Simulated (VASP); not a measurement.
# RPA total energies of MgS (Niningerite), part 4 of 6

Aim: total energies of MgS (Niningerite) from exact exchange and RPA correlation, beside cheaper functionals. The scan starts from a database cell scaled to its smallest volume. The cell is of the rock-salt type. The start is a cell from a database of measured crystal structures.

VASP 6.6.1, plane waves and PAW; the level of theory is named at each step.

So far. Step 16 (Orbitals, volume ratio 1): The run ends at a pressure of 1.23 GPa. Step 17 (Exact exchange, volume ratio 1): The Hartree-Fock energy on these orbitals is -6.9982 eV an atom.

### 18. Empty bands, volume ratio 1

This step: PBE; plane waves and PAW (S_GW, Mg_GW) (VASP 6.6.1).

The empty bands are made again, for the run that follows.

The input, INCAR:

```
SYSTEM = MgS
PREC = Accurate
ENCUT = 350
ISMEAR = 0
SIGMA = 0.05
LREAL = .FALSE.
GGA = PE
NBANDS = 544
ALGO = Exact
NELM = 1
LWAVE = .TRUE.
LCHARG = .FALSE.
LOPTICS = .TRUE.
NEDOS = 1000
CSHIFT = 0.1
```

The input, POSCAR:

```
MgS
1.0
    0.0000000000      2.6016500000      2.6016500000
    2.6016500000      0.0000000000      2.6016500000
    2.6016500000      2.6016500000      0.0000000000
S Mg
1 1
Direct
    0.5000000000      0.5000000000      0.5000000000
    0.0000000000      0.0000000000      0.0000000000
```

The input, KPOINTS:

```
Automatic mesh
0
Gamma
4 4 4
0 0 0
```

Potentials, in the order of the species: S_GW and Mg_GW (PBE family, release 64).

Run with:

```sh
$ mpirun -np 8 vasp_std
```

Log:

```text
[banner, memory and clock lines left out]
running    8 mpi-ranks, on    1 nodes
[...]
[... a notice as in an earlier step ...]

 LDA part: xc-table for (Slater+PW92), standard interpolation
 found WAVECAR, reading the header
  number of bands has changed, file:    10 present:   544
  trying to continue reading WAVECAR, but it might fail
 POSCAR, INCAR and KPOINTS ok, starting setup
[...]
reading WAVECAR
 random initialization beyond band           10
 the WAVECAR file was read successfully
 initial charge from wavefunction
 entering main loop
       N       E                     dE             d eps       ncg     rms          rms(c)
DIA:   1    -0.845751E+01   -0.84575E+01    0.00000E+00     0   0.000E+00
   1 F= -.84575061E+01 E0= -.84575061E+01  d E =-.407326E-33
 writing wavefunctions
 optical routines
 imaginary and real dielectric function
 recalculating local potential from charge density
 direction            1
 direction            2
 direction            3
```

Wall time 2.2 s (8 MPI ranks of Intel Xeon Platinum 8259CL at 2.50GHz (Skylake/Cascade Lake), shared host); peak memory 0.93 GiB.

Parts of OUTCAR (step 18):

```text
  Total        0.2696866      0.2696866      0.2696866      0.0000000      0.0000000     -0.0000000
  in kB       12.2685543     12.2685543     12.2685543      0.0000000      0.0000000     -0.0000000
  external PRESSURE =      12.2685543 kB  Pullay stress =       0.0000000 kB

 POSITION                                       TOTAL-FORCE (eV/Angst)
 -----------------------------------------------------------------------------------
      2.60165      2.60165      2.60165         0.000000      0.000000     -0.000000
      0.00000      0.00000      0.00000        -0.000000     -0.000000      0.000000
 -----------------------------------------------------------------------------------
    total drift:                               -0.000000     -0.000000      0.000000

  FREE ENERGIE OF THE ION-ELECTRON SYSTEM (eV)
  ---------------------------------------------------
  free  energy   TOTEN  =        -8.4575060522 eV

  energy  without entropy=       -8.4575060522  energy(sigma->0) =       -8.45750605

[... 1 part as in an earlier step ...]

[... 2 further parts left out ...]
[key lines of the parts left out:]
E-fermi :   4.1875
```

WAVECAR now holds 544 bands for 8 electrons.

### 19. RPA correlation, volume ratio 1

This step: RPA correlation on PBE orbitals; plane waves and PAW (S_GW, Mg_GW) (VASP 6.6.1).

RPA correlation at this point.

The input, INCAR:

```
SYSTEM = MgS
PREC = Accurate
ENCUT = 350
ISMEAR = 0
SIGMA = 0.05
LREAL = .FALSE.
GGA = PE
NBANDS = 544
ALGO = ACFDT
ENCUTGW = 200
NOMEGA = 12
PRECFOCK = Fast
LWAVE = .FALSE.
LCHARG = .FALSE.
```

POSCAR is that of step 18.

KPOINTS is that of step 18.

Run with:

```sh
$ mpirun -np 8 vasp_std
```

Log:

```text
[banner, memory and clock lines left out]
running    8 mpi-ranks, on    1 nodes
[...]
[... a notice as in an earlier step ...]

 LDA part: xc-table for (Slater+PW92), standard interpolation
 found WAVECAR, reading the header
 POSCAR, INCAR and KPOINTS ok, starting setup
[...]
reading WAVECAR
 the WAVECAR file was read successfully
 initial charge from wavefunction
 available memory per node:     72.03 GB, setting MAXMEM to     73757

 The Fermi energy was updated, please check that it is located mid-gap
 values below the HOMO (VB) or above the LUMO (CB) will cause erroneous energies
 E-fermi :   5.1420

 the WAVEDER file was read successfully
 set NWRITE>2 for more details about minimax calculation
 number of imaginary grid points requested:      12
 number of distinct grids requested:  1
 quadrature errors minimized for energies in [ 0.275E+01, 0.351E+03 ]
 bosonic grid (T=0, re) determined with error: 0.6159E-08
 bosonic grid (re): 0.6159E-08
[...]
NQ=   2    0.2500    0.0000    0.0000,
|.........|.........|.........|.........
 performed       3264000 updates of chi_q(r,r)
 total number of BLAS operations       1334.25 Gflops
NQ=   3    0.5000    0.0000    0.0000,
|.........|.........|.........|.........
 performed       4896000 updates of chi_q(r,r)
 total number of BLAS operations       2013.11 Gflops
NQ=   4    0.2500    0.2500    0.0000,
|.........|.........|.........|.........
 performed       6528000 updates of chi_q(r,r)
 total number of BLAS operations       2633.73 Gflops
NQ=   5    0.5000    0.2500    0.0000,
|.........|.........|.........|.........
 performed       8160000 updates of chi_q(r,r)
 total number of BLAS operations       3300.73 Gflops
NQ=   6   -0.2500    0.2500    0.0000,
|.........|.........|.........|.........
 performed       9792000 updates of chi_q(r,r)
 total number of BLAS operations       3944.34 Gflops
NQ=   7    0.5000    0.5000    0.0000,
|.........|.........|.........|.........
 performed      11424000 updates of chi_q(r,r)
 total number of BLAS operations       4587.94 Gflops
NQ=   8   -0.2500    0.5000    0.2500,
|.........|.........|.........|.........
 performed      13056000 updates of chi_q(r,r)
 total number of BLAS operations       5243.19 Gflops
 entering main loop
```

The job ended after 29 s (8 MPI ranks; peak memory 1.4 GiB; 3.7 min of CPU time).

OUTCAR, selected parts (step 19):

```text
      cutoff energy     smooth cutoff   RPA   correlation   Hartree contr. to MP2
---------------------------------------------------------------------------------
            200.000           160.000      -11.3481204682      -17.4468315677
            190.476           152.381      -11.2915105567      -17.3848438705
            181.406           145.125      -11.2309062985      -17.3182623420
            172.768           138.214      -11.1665700140      -17.2473002809
            164.541           131.632      -11.0970147305      -17.1702751409
            156.705           125.364      -11.0232232249      -17.0882521145
            149.243           119.394      -10.9450507810      -17.0009087362
            142.136           113.709      -10.8611337977      -16.9066981936
  linear regression

[... 2 parts as in an earlier step ...]

[... 2 further parts left out ...]
[key lines of the parts left out:]
E-fermi :   5.1420
```

The correlation energy is -6.0372 eV an atom, +10 meV against the point before. With exact exchange the total is -13.0354 eV an atom.

### 20. Comparison: r2SCAN, volume ratio 1

This step: r2SCAN; plane waves and PAW (S_GW, Mg_GW) (VASP 6.6.1).

The comparison at this point.

The input, INCAR:

```
SYSTEM = MgS
PREC = Accurate
ENCUT = 350
EDIFF = 1E-06
NELM = 100
ISMEAR = 0
SIGMA = 0.05
LREAL = .FALSE.
ALGO = Normal
METAGGA = R2SCAN
LASPH = .TRUE.
NBANDS = 10
LWAVE = .FALSE.
LCHARG = .FALSE.
KPAR = 8
```

POSCAR is that of step 19.

KPOINTS is that of step 19.

Run with:

```sh
$ mpirun -np 8 vasp_std
```

Log:

```text
[... set-up lines as in an earlier step ...]
 entering main loop
       N       E                     dE             d eps       ncg     rms          rms(c)
DAV:   1     0.110813E+02    0.11081E+02   -0.37911E+03   168   0.598E+02
DAV:   2    -0.160312E+02   -0.27112E+02   -0.26227E+02   254   0.101E+02
DAV:   3    -0.170760E+02   -0.10448E+01   -0.10417E+01   210   0.216E+01
DAV:   4    -0.170989E+02   -0.22892E-01   -0.22884E-01   238   0.332E+00
[...]
DAV:  11    -0.154789E+02   -0.73795E-05   -0.25403E-06   194   0.102E-02    0.137E-03
DAV:  12    -0.154789E+02    0.21314E-05   -0.21440E-07   120   0.277E-03    0.343E-04
DAV:  13    -0.154789E+02    0.75939E-06   -0.19520E-08    94   0.112E-03
   1 F= -.15478917E+02 E0= -.15478917E+02  d E =-.102498E-18
```

The job ended after 6.6 s (8 MPI ranks; peak memory 1 GiB; 49 s of CPU time).

From OUTCAR (step 20):

```text
  Total       -0.0485288     -0.0485288     -0.0485288     -0.0000000     -0.0000000     -0.0000000
  in kB       -2.2076664     -2.2076664     -2.2076664     -0.0000000     -0.0000000     -0.0000000
  external PRESSURE =      -2.2076664 kB  Pullay stress =       0.0000000 kB

 POSITION                                       TOTAL-FORCE (eV/Angst)
 -----------------------------------------------------------------------------------
      2.60165      2.60165      2.60165        -0.000000     -0.000000     -0.000000
      0.00000      0.00000      0.00000         0.000000      0.000000      0.000000
 -----------------------------------------------------------------------------------
    total drift:                               -0.000000     -0.000000      0.000000

  FREE ENERGIE OF THE ION-ELECTRON SYSTEM (eV)
  ---------------------------------------------------
  free  energy   TOTEN  =       -15.4789173543 eV

  energy  without entropy=      -15.4789173543  energy(sigma->0) =      -15.47891735

[... 2 parts as in an earlier step ...]

[... 1 further part left out ...]
[key lines of the parts left out:]
E-fermi :   3.8310
```

Its energy is -7.7395 eV an atom, on a zero of its own.

### 21. Orbitals for comparison: HSE06, volume ratio 1

This step: PBE; plane waves and PAW (S_GW, Mg_GW) (VASP 6.6.1).

Starting orbitals, as before.

The input, INCAR:

```
SYSTEM = MgS
PREC = Accurate
ENCUT = 350
EDIFF = 1E-05
NELM = 100
ISMEAR = 0
SIGMA = 0.05
LREAL = .FALSE.
ALGO = Normal
GGA = PE
NBANDS = 10
LORBIT = 11
LWAVE = .TRUE.
LCHARG = .FALSE.
KPAR = 8
```

POSCAR is that of step 20.

KPOINTS is that of step 20.

Run with:

```sh
$ mpirun -np 8 vasp_std
```

Log:

```text
[... set-up lines as in an earlier step ...]
 entering main loop
       N       E                     dE             d eps       ncg     rms          rms(c)
[... 9 cycles as in an earlier step ...]
DAV:  10    -0.845751E+01   -0.35465E-04   -0.64208E-05   168   0.499E-02    0.955E-03
DAV:  11    -0.845751E+01    0.39458E-05   -0.10672E-05   102   0.166E-02
   1 F= -.84575068E+01 E0= -.84575068E+01  d E =-.706620E-15
 writing wavefunctions
```

Run time: 1.6 s. Hardware: 8 MPI ranks; peak memory 1 GiB; 8.2 s of CPU time.

Parts of OUTCAR (step 21):

```text
  Total        0.2671995      0.2671995      0.2671995     -0.0000000     -0.0000000     -0.0000000
  in kB       12.1554121     12.1554121     12.1554121     -0.0000000     -0.0000000     -0.0000000
  external PRESSURE =      12.1554121 kB  Pullay stress =       0.0000000 kB

  FREE ENERGIE OF THE ION-ELECTRON SYSTEM (eV)
  ---------------------------------------------------
  free  energy   TOTEN  =        -8.4575067672 eV

  energy  without entropy=       -8.4575067672  energy(sigma->0) =       -8.45750677

[... 3 parts as in an earlier step ...]

[... 1 further part left out ...]
[key lines of the parts left out:]
E-fermi :   4.0343
```

The run ends at a pressure of 1.22 GPa.

### 22. Comparison: HSE06, volume ratio 1

This step: HSE06; plane waves and PAW (S_GW, Mg_GW) (VASP 6.6.1).

The comparison at this point.

The input, INCAR:

```
SYSTEM = MgS
PREC = Accurate
ENCUT = 350
EDIFF = 1E-06
NELM = 100
ISMEAR = 0
SIGMA = 0.05
LREAL = .FALSE.
ALGO = Normal
LHFCALC = .TRUE.
AEXX = 0.25
GGA = PE
HFSCREEN = 0.2
LASPH = .TRUE.
NBANDS = 10
PRECFOCK = Fast
LWAVE = .FALSE.
LCHARG = .FALSE.
KPAR = 8
```

POSCAR is that of step 21.

KPOINTS is that of step 21.

The run starts from files that an earlier step left in the folder.

Run with:

```sh
$ mpirun -np 8 vasp_std
```

Log:

```text
[... set-up lines as in an earlier step ...]
 entering main loop
       N       E                     dE             d eps       ncg     rms          rms(c)
DAV:   1    -0.986752E+01   -0.98675E+01   -0.19105E-01   174   0.276E+00    0.163E-01
DAV:   2    -0.986871E+01   -0.11871E-02   -0.38423E-03   182   0.405E-01    0.121E-01
DAV:   3    -0.986846E+01    0.24619E-03   -0.25329E-04   202   0.111E-01    0.764E-02
DAV:   4    -0.986836E+01    0.10625E-03   -0.35566E-05   240   0.430E-02    0.467E-02
DAV:   5    -0.986832E+01    0.40378E-04   -0.12309E-05   240   0.242E-02    0.278E-02
DAV:   6    -0.986830E+01    0.15180E-04   -0.48992E-06   234   0.152E-02    0.164E-02
DAV:   7    -0.986829E+01    0.56961E-05   -0.17749E-06   182   0.923E-03    0.972E-03
DAV:   8    -0.986829E+01    0.20929E-05   -0.59012E-07    94   0.558E-03    0.583E-03
DAV:   9    -0.986829E+01    0.86994E-06   -0.39775E-07    88   0.479E-03
   1 F= -.98682912E+01 E0= -.98682912E+01  d E =-.393910E-16
```

The job ended after 10 s (8 MPI ranks; peak memory 1.7 GiB; 78 s of CPU time).

From OUTCAR (step 22):

```text
 POSITION                                       TOTAL-FORCE (eV/Angst)
 -----------------------------------------------------------------------------------
      2.60165      2.60165      2.60165        -0.000000      0.000000     -0.000000
      0.00000      0.00000      0.00000         0.000000     -0.000000      0.000000
 -----------------------------------------------------------------------------------
    total drift:                               -0.000000     -0.000000     -0.000000

  FREE ENERGIE OF THE ION-ELECTRON SYSTEM (eV)
  ---------------------------------------------------
  free  energy   TOTEN  =        -9.8682912155 eV

  energy  without entropy=       -9.8682912155  energy(sigma->0) =       -9.86829122

[... 2 parts as in an earlier step ...]

[... 1 further part left out ...]
[key lines of the parts left out:]
E-fermi :   3.3574
```

Its energy is -4.9341 eV an atom, on a zero of its own.

### 23. Orbitals, volume ratio 1.03

This step: PBE; plane waves and PAW (S_GW, Mg_GW) (VASP 6.6.1).

The same chain follows at a volume ratio of 1.03.

The input, INCAR:

```
SYSTEM = MgS
PREC = Accurate
ENCUT = 350
EDIFF = 1E-08
NELM = 100
ISMEAR = 0
SIGMA = 0.05
LREAL = .FALSE.
ALGO = Normal
GGA = PE
NBANDS = 10
LORBIT = 11
LWAVE = .TRUE.
LCHARG = .FALSE.
KPAR = 8
```

The input, POSCAR:

```
MgS
1.0
    0.0000000000      2.6274105862      2.6274105862
    2.6274105862      0.0000000000      2.6274105862
    2.6274105862      2.6274105862      0.0000000000
S Mg
1 1
Direct
    0.5000000000      0.5000000000      0.5000000000
    0.0000000000      0.0000000000      0.0000000000
```

KPOINTS is that of step 22.

Run with:

```sh
$ mpirun -np 8 vasp_std
```

Log:

```text
[... set-up lines as in an earlier step ...]
 entering main loop
       N       E                     dE             d eps       ncg     rms          rms(c)
DAV:   1     0.169964E+02    0.16996E+02   -0.37086E+03   160   0.565E+02
DAV:   2    -0.760278E+01   -0.24599E+02   -0.23716E+02   208   0.912E+01
DAV:   3    -0.885312E+01   -0.12503E+01   -0.12494E+01   208   0.241E+01
DAV:   4    -0.889565E+01   -0.42529E-01   -0.42519E-01   224   0.393E+00
[...]
DAV:  13    -0.845832E+01    0.98072E-07   -0.36025E-08   186   0.966E-04    0.956E-05
DAV:  14    -0.845832E+01   -0.11362E-07   -0.11481E-09    98   0.246E-04    0.482E-05
DAV:  15    -0.845832E+01   -0.90558E-08   -0.40074E-10   104   0.137E-04
   1 F= -.84583243E+01 E0= -.84583243E+01  d E =-.213363E-18
 writing wavefunctions
```

The job ended after 2 s (8 MPI ranks; peak memory 0.99 GiB).

OUTCAR, selected parts (step 23):

```text
  Total       -0.2233101     -0.2233101     -0.2233101      0.0000000      0.0000000     -0.0000000
  in kB       -9.8629112     -9.8629112     -9.8629112      0.0000000      0.0000000     -0.0000000
  external PRESSURE =      -9.8629112 kB  Pullay stress =       0.0000000 kB

 POSITION                                       TOTAL-FORCE (eV/Angst)
 -----------------------------------------------------------------------------------
      2.62741      2.62741      2.62741        -0.000000     -0.000000      0.000000
      0.00000      0.00000      0.00000         0.000000      0.000000     -0.000000
 -----------------------------------------------------------------------------------
    total drift:                               -0.000000     -0.000000      0.000000

  FREE ENERGIE OF THE ION-ELECTRON SYSTEM (eV)
  ---------------------------------------------------
  free  energy   TOTEN  =        -8.4583243439 eV

  energy  without entropy=       -8.4583243439  energy(sigma->0) =       -8.45832434

[... 1 part as in an earlier step ...]

[... 2 further parts left out ...]
[key lines of the parts left out:]
E-fermi :   3.8096
```

The run ends at a pressure of -0.99 GPa.

### 24. Exact exchange, volume ratio 1.03

This step: Hartree-Fock energy on PBE orbitals; plane waves and PAW (S_GW, Mg_GW) (VASP 6.6.1).

Exact exchange at this point.

The input, INCAR:

```
SYSTEM = MgS
PREC = Accurate
ENCUT = 350
ISMEAR = 0
SIGMA = 0.05
LREAL = .FALSE.
GGA = PE
NBANDS = 10
ALGO = Eigenval
NELM = 1
LHFCALC = .TRUE.
AEXX = 1
ALDAC = 0
AGGAC = 0
PRECFOCK = Normal
LWAVE = .FALSE.
LCHARG = .FALSE.
```

POSCAR is that of step 23.

KPOINTS is that of step 23.

The run starts from files that an earlier step left in the folder.

Run with:

```sh
$ mpirun -np 8 vasp_std
```

Log:

```text
[... set-up lines as in an earlier step ...]
 entering main loop
       N       E                     dE             d eps       ncg     rms          rms(c)
EIG:   1    -0.140070E+02   -0.14007E+02    0.00000E+00     0   0.000E+00
   1 F= -.14007003E+02 E0= -.14007003E+02  d E =-.317206E-14
```

Run time: 4 s. Hardware: 8 MPI ranks; peak memory 0.82 GiB; 28 s of CPU time.

From OUTCAR (step 24):

```text
 POSITION                                       TOTAL-FORCE (eV/Angst)
 -----------------------------------------------------------------------------------
      2.62741      2.62741      2.62741         0.000000     -0.000000      0.000000
      0.00000      0.00000      0.00000        -0.000000      0.000000     -0.000000
 -----------------------------------------------------------------------------------
    total drift:                               -0.000000     -0.000000     -0.000000

  FREE ENERGIE OF THE ION-ELECTRON SYSTEM (eV)
  ---------------------------------------------------
  free  energy   TOTEN  =       -14.0070034111 eV

  energy  without entropy=      -14.0070034111  energy(sigma->0) =      -14.00700341

[... 2 parts as in an earlier step ...]

[... 1 further part left out ...]
[key lines of the parts left out:]
E-fermi :   3.7668
```

The Hartree-Fock energy on these orbitals is -7.0035 eV an atom.

### 25. Empty bands, volume ratio 1.03

This step: PBE; plane waves and PAW (S_GW, Mg_GW) (VASP 6.6.1).

The empty bands are made again, for the run that follows.

The input, INCAR:

```
SYSTEM = MgS
PREC = Accurate
ENCUT = 350
ISMEAR = 0
SIGMA = 0.05
LREAL = .FALSE.
GGA = PE
NBANDS = 560
ALGO = Exact
NELM = 1
LWAVE = .TRUE.
LCHARG = .FALSE.
LOPTICS = .TRUE.
NEDOS = 1000
CSHIFT = 0.1
```

POSCAR is that of step 24.

KPOINTS is that of step 24.

Run with:

```sh
$ mpirun -np 8 vasp_std
```

Log:

```text
[banner, memory and clock lines left out]
running    8 mpi-ranks, on    1 nodes
[...]
[... a notice as in an earlier step ...]

 LDA part: xc-table for (Slater+PW92), standard interpolation
 found WAVECAR, reading the header
  number of bands has changed, file:    10 present:   560
  trying to continue reading WAVECAR, but it might fail
 POSCAR, INCAR and KPOINTS ok, starting setup
[...]
reading WAVECAR
 random initialization beyond band           10
 the WAVECAR file was read successfully
 initial charge from wavefunction
 entering main loop
       N       E                     dE             d eps       ncg     rms          rms(c)
DIA:   1    -0.845832E+01   -0.84583E+01    0.00000E+00     0   0.000E+00
   1 F= -.84583243E+01 E0= -.84583243E+01  d E =-.871633E-15
 writing wavefunctions
 optical routines
 imaginary and real dielectric function
 recalculating local potential from charge density
 direction            1
 direction            2
 direction            3
```

The job ended after 2.6 s (8 MPI ranks; peak memory 0.94 GiB).

Parts of OUTCAR (step 25):

```text
  Total       -0.2233229     -0.2233229     -0.2233229     -0.0000000     -0.0000000     -0.0000000
  in kB       -9.8634755     -9.8634755     -9.8634755     -0.0000000     -0.0000000     -0.0000000
  external PRESSURE =      -9.8634755 kB  Pullay stress =       0.0000000 kB

 POSITION                                       TOTAL-FORCE (eV/Angst)
 -----------------------------------------------------------------------------------
      2.62741      2.62741      2.62741         0.000000      0.000000      0.000000
      0.00000      0.00000      0.00000        -0.000000     -0.000000     -0.000000
 -----------------------------------------------------------------------------------
    total drift:                               -0.000000     -0.000000      0.000000

  FREE ENERGIE OF THE ION-ELECTRON SYSTEM (eV)
  ---------------------------------------------------
  free  energy   TOTEN  =        -8.4583243441 eV

  energy  without entropy=       -8.4583243441  energy(sigma->0) =       -8.45832434

[... 1 part as in an earlier step ...]

[... 2 further parts left out ...]
[key lines of the parts left out:]
E-fermi :   3.7729
```

WAVECAR now holds 560 bands for 8 electrons.

(Continued in part 5 of 6.)

[Long decimals in the printed logs are rounded to 6 places.]

[Lines on the potential files, build, host, timing and source positions are cut from VASP's logs without a mark.]

[Logs are printed without paths, hosts, clocks, repeated set-up lines and the standing remarks that a program may print on its own settings, such as how far it seeks lower states.]

[Hosts, paths, dates, database ids (printed as entryN), source tags and the programs' standing remarks are cut or masked in the printed files.]

[Measured values are set beside computed ones only where the two were judged alike; some that the calculation misses by far are left out.]

[Pressures printed for these runs are not shown converged in the cutoff: they can be off by several GPa and have the wrong sign.]
